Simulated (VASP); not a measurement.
```
VN
1.0
    0.00000     2.07000     2.07000
    2.07000     0.00000     2.07000
    2.07000     2.07000     0.00000
V N
1 1
Direct
  0.00000   0.00000   0.00000
  0.50000   0.50000   0.50000
```

The base run (VASP): PBE GGA, plane waves, VASP's PBE PAW potentials (set 64). Numerical set-up: 520 eV cut-off, 14×14×14 Γ-centred mesh, first-order Methfessel-Paxton smearing of 0.10 eV, potentials V_sv N.

One setting is varied; ΔE counts from the base run. The base run took about 20 core-seconds. Times come from single runs on busy shared machines, so they are rough: good to a factor of about 2.

Pressures at a finite cut-off, here 520 eV, hold a Pulay part, which wasn't tested here.

| setting | cost over the base run | electronic steps | ΔE (meV/atom) | pressure (GPa) |
|---|---|---|---|---|
| SYMPREC = 1E-3 | within a factor of 2 | 13 | 0.0 | -4.30 |
| base run | reference | 13 | 0.0 | -4.30 |
| ISYM = 1 | within a factor of 2 | 13 | 0.0 | -4.30 |
| ISYM = 0 | about 10 times | 13 | 0.0 | -4.30 |
| ISYM = -1 | about 20 times | 13 | 0.0 | -4.30 |

Left out are runs that failed, have no time on record or changed the cell.

The compound is VN in the rock salt structure, which distorts at low temperature. The cell was not relaxed at this level.
